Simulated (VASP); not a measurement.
# Ge (Fd-3m) in VASP: notebook, part 2 of 2

VASP 6.6.1. Earlier steps stand in the parts before.

### Step 3. Single point, LDA (a relaxed cell with its volume scaled by 0.91)

Contents of INCAR:

```
SYSTEM = Ge
  PREC = Accurate
  ENCUT = 350
  EDIFF = 1E-7
  ISMEAR = 0
  SIGMA = 0.02
  LREAL = .FALSE.
  LASPH = .TRUE.
  NELM = 60
  ALGO = Normal
  ISIF = 2
  LWAVE = .FALSE.
  LCHARG = .FALSE.
  GGA = CA
```

Contents of KPOINTS:

```
Automatic mesh
0
G
  6 6 6
  0 0 0
```

Contents of POSCAR:

```
Ge                                      
1.0
    0.0000000000      2.7237855854      2.7237855854
    2.7237855854      0.0000000000      2.7237855854
    2.7237855854      2.7237855854      0.0000000000
  Ge            
     2
Direct
     0.0000000000000000    0.0000000000000000    0.0000000000000000
     0.2500000000000000    0.2500000000000000    0.2500000000000000
```

Potentials or basis: VASP PAW LDA potentials, release 64 (Ge_d).

Launch:

```sh
cat potpaw_LDA.64/Ge_d/POTCAR > POTCAR
mpirun -np 1 vasp_std > vasp.out
```

It took 5.8 s on 1 thread of AMD EPYC 7R13 (Zen 3), shared host; peak memory 0.09 GiB.

It converged, with:

* Free energy: -10.2481 eV
* Band gap on the k mesh: 0.43 eV, indirect (least direct gap 0.93 eV)

Levels at points of the mesh, in eV from the valence-band top:
```
           k point  band 10  band 11  band 12  band 13  band 14  band 15  band 16  band 17  band 18
(0.00, 0.00, 0.00)   -24.77   -13.73     0.00     0.00     0.00     0.93     2.56     2.56     2.56
(0.50, 0.00, 0.00)   -24.74   -11.34    -8.22    -1.59    -1.59     0.44     3.76     3.76     7.00
(0.50, 0.50, 0.00)   -24.72    -9.39    -9.39    -3.50    -3.50     0.50     0.50    10.38    10.38
```

Caveat: the cutoff is under 1.25 times the usual one of these potentials, so pressure, stress and relaxed cells hold a basis-set (Pulay) error. A k mesh can miss the band edges.

### Step 4. Single point, LDA (a relaxed cell with its volume scaled by 1.09)

INCAR is that of step 3.

KPOINTS is that of step 3.

Contents of POSCAR:

```
Ge                                      
1.0
    0.0000000000      2.8926859471      2.8926859471
    2.8926859471      0.0000000000      2.8926859471
    2.8926859471      2.8926859471      0.0000000000
  Ge            
     2
Direct
     0.0000000000000000    0.0000000000000000    0.0000000000000000
     0.2500000000000000    0.2500000000000000    0.2500000000000000
```

Potentials or basis: VASP PAW LDA potentials, release 64 (Ge_d).

Launch:

```sh
cat potpaw_LDA.64/Ge_d/POTCAR > POTCAR
mpirun -np 1 vasp_std > vasp.out
```

OUTCAR:

```text
SYSTEM = Ge
   PREC = Accurate
   ENCUT = 350
   EDIFF = 1E-7
   ISMEAR = 0
   LREAL = .FALSE.
   LASPH = .TRUE.
   NELM = 60
   ISIF = 2
   GGA = CA

 ion  position               nearest neighbor table
   1  0.000  0.000  0.000-   2 2.51   2 2.51   2 2.51   2 2.51
   2  0.250  0.250  0.250-   1 2.51   1 2.51   1 2.51   1 2.51

  LATTYP: Found a face centered cubic cell.
 ALAT       =     5.7853718942

  Lattice vectors:

 A1 = (   0.0000000000,   2.8926859471,   2.8926859471)
 A2 = (   2.8926859471,   0.0000000000,   2.8926859471)
 A3 = (   2.8926859471,   2.8926859471,   0.0000000000)

Analysis of symmetry for initial positions (statically):
=====================================================================
 Subroutine PRICEL returns:
 Original cell was already a primitive cell.

 Routine SETGRP: Setting up the symmetry group for a
 face centered cubic supercell.

 Subroutine GETGRP returns: Found 48 space group operations
 (whereof 24 operations were pure point group operations)
 out of a pool of 48 trial point group operations.

The static configuration has the point symmetry T_d .
 The point group associated with its full space group is O_h .
[... 152 lines left out ...]

  energy without entropy =      -10.28536290  energy(sigma->0) =      -10.28546738

 E-fermi :   3.9698     XC(G=0):  -9.9745

 val. band max:        3.9698342194   @ k =   0.5000   0.0000   0.0000
 cond. band min:       4.1008481536   @ k =   0.0000   0.0000   0.0000
 fundamental gap:      0.1310139342
 Fermi energy:         3.9698342194

 k-point     1 :       0.0000    0.0000    0.0000
  band No.  band energies     occupation
      1     -20.7354      2.00000
      2     -20.7354      2.00000
      3     -20.7354      2.00000
      4     -20.7038      2.00000
      5     -20.7038      2.00000
      6     -20.5270      2.00000
[... 313 lines left out ...]
      5     -20.6119      2.00000
      6     -20.6119      2.00000
[... 10 lines left out ...]
     17      10.3144      0.00000
     18      10.3144      0.00000

------------------------ aborting loop because EDIFF is reached ----------------------------------------

  FORCE on cell =-STRESS in cart. coord.  units (eV):
  Direction    XX          YY          ZZ          XY          YZ          ZX
  --------------------------------------------------------------------------------------
  -------------------------------------------------------------------------------------
  Total       -1.4544232     -1.4544232     -1.4544232     -0.0000000      0.0000000     -0.0000000
  in kB      -48.1357258    -48.1357258    -48.1357258     -0.0000000      0.0000000     -0.0000000
  external PRESSURE =     -48.1357258 kB  Pullay stress =       0.0000000 kB

 VOLUME and BASIS-vectors are now :
 -----------------------------------------------------------------------------
  energy-cutoff  :      350.00
  volume of cell :       48.41
      direct lattice vectors                 reciprocal lattice vectors
     0.000000000  2.892685947  2.892685947    -0.172849735  0.172849735  0.172849735
     2.892685947  0.000000000  2.892685947     0.172849735 -0.172849735  0.172849735
     2.892685947  2.892685947  0.000000000     0.172849735  0.172849735 -0.172849735

 POSITION                                       TOTAL-FORCE (eV/Angst)
 -----------------------------------------------------------------------------------
      0.00000      0.00000      0.00000        -0.000000     -0.000000     -0.000000
      1.44634      1.44634      1.44634         0.000000      0.000000      0.000000
 -----------------------------------------------------------------------------------
    total drift:                                0.000000      0.000000      0.000000

  FREE ENERGIE OF THE ION-ELECTRON SYSTEM (eV)
  ---------------------------------------------------
  free  energy   TOTEN  =       -10.2855718580 eV

  energy  without entropy=      -10.2853628989  energy(sigma->0) =      -10.28546738
```

OSZICAR:

```text
N       E                     dE             d eps       ncg     rms          rms(c)
DAV:   1     0.144929773792E+03    0.14493E+03   -0.12784E+04   578   0.335E+03
DAV:   2     0.742755839251E+01   -0.13750E+03   -0.13547E+03   576   0.456E+02
DAV:   3    -0.992228356579E+01   -0.17350E+02   -0.17253E+02   638   0.133E+02
DAV:   4    -0.104254986630E+02   -0.50322E+00   -0.50263E+00   646   0.260E+01
DAV:   5    -0.104335810139E+02   -0.80824E-02   -0.80813E-02   654   0.330E+00    0.300E+00
DAV:   6    -0.103348882034E+02    0.98693E-01   -0.36295E-02   608   0.177E+00    0.172E+00
DAV:   7    -0.102849024170E+02    0.49986E-01   -0.73133E-02   588   0.207E+00    0.124E-01
DAV:   8    -0.102856072215E+02   -0.70480E-03   -0.49748E-03   670   0.937E-01    0.444E-02
DAV:   9    -0.102855705500E+02    0.36671E-04   -0.15112E-04   718   0.175E-01    0.120E-02
DAV:  10    -0.102855722368E+02   -0.16867E-05   -0.10715E-05   826   0.465E-02    0.416E-03
DAV:  11    -0.102855719220E+02    0.31479E-06   -0.17988E-06   740   0.186E-02    0.128E-03
DAV:  12    -0.102855718580E+02    0.64021E-07   -0.30263E-07   488   0.115E-02
   1 F= -.10285572E+02 E0= -.10285467E+02  d E =-.208959E-03
```

Run time: 8 s. Hardware: 1 thread of AMD EPYC 7R13 (Zen 3), shared host; peak memory 0.1 GiB.

Results:

```yaml
Free_energy: -10.2856 eV
Band_gap_on_the_k_mesh: none (metal or under the smearing width)
```

Caveat: the cutoff is under 1.25 times the usual one of these potentials, so pressure, stress and relaxed cells hold a basis-set (Pulay) error.

### Step 5. Summary

```csv
cell,gap on the mesh (eV)
a relaxed cell with its volume scaled by 1.06,none
a relaxed cell with its volume scaled by 0.91,0.43
a relaxed cell with its volume scaled by 1.09,none
```

Alike in all rows: task single point; level LDA; potentials or basis VASP PAW LDA potentials, release 64 (Ge_d); no spin polarisation; k mesh 6 × 6 × 6; cutoff (eV) 350; smearing gaussian 0.02 eV.

Caveats: the cutoff is under 1.25 times the usual one of these potentials, so pressure, stress and relaxed cells hold a basis-set (Pulay) error.

Total energies depend on the potentials used, so only differences within one code and one set of settings carry meaning.
